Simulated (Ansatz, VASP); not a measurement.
## Two plane-wave programs on TeRu

Contents of POSCAR:

```
TeRu
1.0
    0.0000000000      2.8859044294      2.8859044294
    2.8859044294      0.0000000000      2.8859044294
    2.8859044294      2.8859044294      0.0000000000
Ru Te
1 1
Direct
    0.0000000000      0.0000000000      0.0000000000
    0.2500000000      0.2500000000      0.2500000000
```

File INCAR.step1:

```
SYSTEM = TeRu
  PREC = Accurate
  ENCUT = 520
  ISMEAR = 0
  SIGMA = 0.05
  LREAL = .FALSE.
  LASPH = .TRUE.
  NELM = 100
  NBANDS = 17
  GGA = PE
  ALGO = Normal
  EDIFF = 1E-4
  LWAVE = .TRUE.
  LCHARG = .FALSE.
```

INCAR.step2

```
SYSTEM = TeRu
  PREC = Accurate
  ENCUT = 520
  EDIFF = 1E-6
  ISMEAR = 0
  SIGMA = 0.05
  LREAL = .FALSE.
  LASPH = .TRUE.
  NELM = 100
  ALGO = Normal
  ISIF = 2
  LWAVE = .FALSE.
  LCHARG = .TRUE.
  METAGGA = R2SCAN
  LMIXTAU = .TRUE.
  LELF = .TRUE.
  LVHAR = .TRUE.
  NBANDS = 17
  ISTART = 1
```

KPOINTS

```
regular mesh
0
G
  10 10 10
  0 0 0
```

Input for Ansatz:

```yaml
crystal:
  lattice:
    - [0.0, 2.8859044294, 2.8859044294]
    - [2.8859044294, 0.0, 2.8859044294]
    - [2.8859044294, 2.8859044294, 0.0]
  atoms:
    - { symbol: Ru, position: [0.0, 0.0, 0.0] }
    - { symbol: Te, position: [0.25, 0.25, 0.25] }
basis:
  ecutwfc: 500
  ecutrho_ratio: 4
kpoints:
  mp_grid: { grid: [10, 10, 10] }
hamiltonian:
  xc: r2scan
scf:
  occupations: { method: gaussian, width: 0.05 }
output:
  forces: true
  stress: true
  eigenvalues: true
```

Alike in both runs: task single point; functional r2SCAN; k mesh 10 × 10 × 10; occupations gaussian, width 0.05 eV; no spin polarisation.

```csv
,VASP,Ansatz
version,VASP 6.6.1,Ansatz 0.2.0
potentials or method,"VASP PAW PBE potentials, release 64 (Ru_pv, Te)","scalar-relativistic, plane waves, PAW"
plane-wave cutoff (eV),520,500
valence electrons in the cell,20,32
```

```tsv
	VASP	Ansatz	Ansatz less VASP
gap on the k mesh at the Fermi level (eV)	none	none	-
pressure (GPa)	4.5	4.7	+0.20
```

A gap of «none» marks a metal or a gap that the smearing closes. The two sets of potentials don't hold the same shells in valence.

Caveats: the PAW data sets were made with another functional, which shifts forces and pressure a little (VASP). The runs have no spin-orbit coupling, so splittings on Te are missing.
